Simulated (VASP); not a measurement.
All values below come from r2SCAN meta-GGA, VASP's PBE PAW potentials (set 64) (plane waves; VASP 6.6.1).

The input files of a VASP run:

**KPOINTS**
```
K-points
0
Gamma
7 7 3
```

**INCAR**
```
EDIFF = 1E-6   # SCF stop (eV)
METAGGA = R2SCAN
NELM = 100   # most electronic steps
LASPH = .TRUE.   # aspherical one-centre terms
ALGO = Normal   # blocked Davidson
PREC = Accurate
ISIF = 3   # ions, shape and volume
LMIXTAU = .TRUE.
ENCUT = 400   # plane-wave cut-off (eV)
LREAL = .FALSE.   # projection in real space or not
IBRION = 2
EDIFFG = -0.02   # ionic stop
SYSTEM = Se
LCHARG = .FALSE.
ISMEAR = 1   # Methfessel-Paxton
LWAVE = .FALSE.
SIGMA = 0.1   # width (eV)
LMAXMIX = 4   # l cut-off of mixed one-centre charges
NSW = 60   # most ionic steps
```

POSCAR:
```
Se
1.0
  4.3231537172   0.0000000490   0.0000000000
 -2.1615762658   3.7439613366   0.0000000000
  0.0000000000   0.0000000000   9.2961545636
Se
4
Cart
 -0.0000017664   2.4959754887   0.3058143278
  2.1615792178   1.2479858969   4.9538916096
  2.1615792178   1.2479858969   8.9903402358
 -0.0000017664   2.4959754887   4.3422629540
```

POTCAR, in this order: Se (PBE.64 set). Program: vasp_std.

What VASP printed:

File OUTCAR:
```
 ion  position               nearest neighbor table
   1  0.333  0.667  0.033-   3 2.57   3 2.57   3 2.57
   2  0.667  0.333  0.533-   4 2.57   4 2.57   4 2.57
   3  0.667  0.333  0.967-   1 2.57   1 2.57   1 2.57
   4  0.333  0.667  0.467-   2 2.57   2 2.57   2 2.57
  LATTYP: Found a hexagonal cell.
 ALAT       =     4.3231537172
 C/A-ratio  =     2.1503178401
 Subroutine PRICEL returns:
 Original cell was already a primitive cell.
 Subroutine GETGRP returns: Found 24 space group operations
The static configuration has the point symmetry D_3d.
 The point group associated with its full space group is D_6h.
The dynamic configuration has the point symmetry D_3d.
 Subroutine INISYM returns: Found 24 space group operations
 Subroutine IBZKPT returns following result:
 Found     16 irreducible k-points:

 Following reciprocal coordinates:
            Coordinates               Weight
  0.000000  0.000000  0.000000      1.000000
  0.142857 -0.000000  0.000000      6.000000
  0.285714 -0.000000  0.000000      6.000000
  0.428571 -0.000000  0.000000      6.000000
  0.142857  0.142857  0.000000      6.000000
  0.285714  0.142857  0.000000     12.000000
  0.428571  0.142857  0.000000      6.000000
  0.285714  0.285714  0.000000      6.000000
  0.000000  0.000000  0.333333      2.000000
  0.142857 -0.000000  0.333333     12.000000
  0.285714 -0.000000  0.333333     12.000000
  0.428571 -0.000000  0.333333     12.000000
  0.142857  0.142857  0.333333     12.000000
  0.285714  0.142857  0.333333     24.000000
  0.428571  0.142857  0.333333     12.000000
  0.285714  0.285714  0.333333     12.000000
   k-points           NKPTS =     16   k-points in BZ     NKDIM =     16   number of bands    NBANDS=     16
   number of dos      NEDOS =    301   number of ions     NIONS =      4
   total plane-waves  NPLWV =  50176
   dimension x,y,z NGX =    28 NGY =   28 NGZ =   64
...
```

**OSZICAR**
```
       N       E                     dE             d eps       ncg     rms          rms(c)
DAV:   1     0.780252181614E+02    0.78025E+02   -0.82576E+03   512   0.990E+02
DAV:   2    -0.509106929307E+02   -0.12894E+03   -0.12766E+03   744   0.180E+02
DAV:   3    -0.606747920007E+02   -0.97641E+01   -0.97154E+01   640   0.605E+01
DAV:   4    -0.607797300212E+02   -0.10494E+00   -0.10488E+00   584   0.706E+00
DAV:   5    -0.607808715024E+02   -0.11415E-02   -0.11414E-02   648   0.719E-01    0.789E+00
DAV:   6    -0.589665627796E+02    0.18143E+01   -0.34729E-01   552   0.488E+00    0.541E+00
DAV:   7    -0.525523376941E+02    0.64142E+01   -0.30513E+00   568   0.954E+00    0.253E+00
DAV:   8    -0.549878429251E+02   -0.24355E+01   -0.91507E-01   528   0.709E+00    0.565E-01
DAV:   9    -0.549978501608E+02   -0.10007E-01   -0.17644E-02   624   0.865E-01    0.522E-01
DAV:  10    -0.549818876769E+02    0.15962E-01   -0.21571E-04   552   0.120E-01    0.546E-01
DAV:  11    -0.557188855834E+02   -0.73700E+00   -0.97448E-01   560   0.585E+00    0.167E+00
DAV:  12    -0.554925221507E+02    0.22636E+00   -0.12563E-01   512   0.284E+00    0.113E+00
DAV:  13    -0.555022798704E+02   -0.97577E-02   -0.17157E-03   640   0.309E-01    0.101E+00
DAV:  14    -0.554957175557E+02    0.65623E-02   -0.17907E-04   520   0.127E-01    0.103E+00
DAV:  15    -0.555221923906E+02   -0.26475E-01   -0.41687E-03   512   0.601E-01    0.696E-01
DAV:  16    -0.555492919740E+02   -0.27100E-01   -0.12073E-02   544   0.939E-01    0.145E-01
DAV:  17    -0.555504257998E+02   -0.11338E-02   -0.61002E-04   544   0.206E-01    0.951E-02
DAV:  18    -0.555504320743E+02   -0.62745E-05   -0.18047E-05   560   0.420E-02    0.901E-02
DAV:  19    -0.555497973852E+02    0.63469E-03   -0.26012E-03   512   0.464E-01    0.552E-02
DAV:  20    -0.555514742926E+02   -0.16769E-02   -0.92642E-04   512   0.264E-01    0.282E-02
DAV:  21    -0.555514942529E+02   -0.19960E-04   -0.18878E-05   656   0.409E-02    0.197E-02
DAV:  22    -0.555514973646E+02   -0.31118E-05   -0.28831E-06   408   0.180E-02    0.656E-03
DAV:  23    -0.555515064511E+02   -0.90865E-05   -0.58882E-06   528   0.252E-02    0.175E-02
DAV:  24    -0.555515113351E+02   -0.48840E-05   -0.23825E-06   400   0.177E-02    0.143E-02
DAV:  25    -0.555515117541E+02   -0.41901E-06   -0.16121E-06   376   0.121E-02
   1 F= -.55551512E+02 E0= -.55551451E+02  d E =-.555515E+02
```

### OUTCAR
```
------------------------ aborting loop because EDIFF is reached ----------------------------------------
  FORCE on cell =-STRESS in cart. coord.  units (eV):
  Direction    XX          YY          ZZ          XY          YZ          ZX
  --------------------------------------------------------------------------------------
  Total        0.0486522      0.0486522     -0.0118433      0.0000000      0.0000000      0.0000000
  in kB        0.5180575      0.5180577     -0.1261090      0.0000001      0.0000000      0.0000000
  external PRESSURE =       0.3033354 kB  Pullay stress =       0.0000000 kB
  volume of cell :      150.46
      direct lattice vectors                 reciprocal lattice vectors
     4.323153717  0.000000049  0.000000000     0.231312615  0.133548350  0.000000000
    -2.161576266  3.743961337  0.000000000    -0.000000003  0.267096774  0.000000000
     0.000000000  0.000000000  9.296154564     0.000000000  0.000000000  0.107571361
 POSITION                                       TOTAL-FORCE (eV/Angst)
 -----------------------------------------------------------------------------------
     -0.00000      2.49598      0.30581         0.000000      0.000000     -0.018173
      2.16158      1.24799      4.95389        -0.000000      0.000000     -0.018173
      2.16158      1.24799      8.99034        -0.000000     -0.000000      0.018173
     -0.00000      2.49598      4.34226         0.000000     -0.000000      0.018173
 -----------------------------------------------------------------------------------
    total drift:                               -0.000372     -0.000058     -0.000009
  FREE ENERGIE OF THE ION-ELECTRON SYSTEM (eV)
  ---------------------------------------------------
  free  energy   TOTEN  =       -55.5515117541 eV

  energy  without entropy=      -55.5513290672  energy(sigma->0) =      -55.55145086

 reached required accuracy - stopping structural energy minimisation
```
(Selected blocks of OUTCAR.)

The structure was generated: Se was put into the lonsdaleite type (P6_3/mmc), which need not be its known phase. It was relaxed first, which changed the volume by +72 %. The start is the result of an earlier pass. VASP warned that the highest band is occupied, so more bands are needed.
